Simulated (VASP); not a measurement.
Given:

```
CELL_PARAMETERS angstrom
      1.10066    -1.90639     0.00000
      1.10066     1.90639     0.00000
      0.00000     0.00000     3.48160
ATOMIC_POSITIONS crystal
  Be 0.33333 0.66667 0.25000
  Be 0.66667 0.33333 0.75000
```

These are LDA (Ceperley-Alder, Perdew-Zunger), VASP's LDA PAW potentials (set 64) (plane waves; VASP) values and carry that method's errors. Settings: 500 eV cut-off, 19×19×11 Γ-centred mesh, first-order Methfessel-Paxton smearing of 0.10 eV, potentials Be.

Energy and stress use the plane-wave basis of the starting cell.

Q: The ions, cell shape and volume at an external pressure of 10.0 GPa are relaxed. What does this cell relax into?

A: 
```
CELL_PARAMETERS angstrom
      1.08882    -1.88590     0.00000
      1.08882     1.88590     0.00000
      0.00000     0.00000     3.44466
ATOMIC_POSITIONS crystal
  Be 0.33333 0.66667 0.25000
  Be 0.66667 0.33333 0.75000
```
Space group P6_3/mmc (194), at a tolerance of 0.03 Å.

Q: How do energy and volume change from the first to the last step?

A: The energy (σ→0) changes by +10.8 meV/atom and the volume by -3.2 %, in 3 ionic steps.

The compound is Be in the hcp structure. This run relaxes it under an external pressure of 10 GPa. Symmetry was kept, so distortions that lower it aren't found.
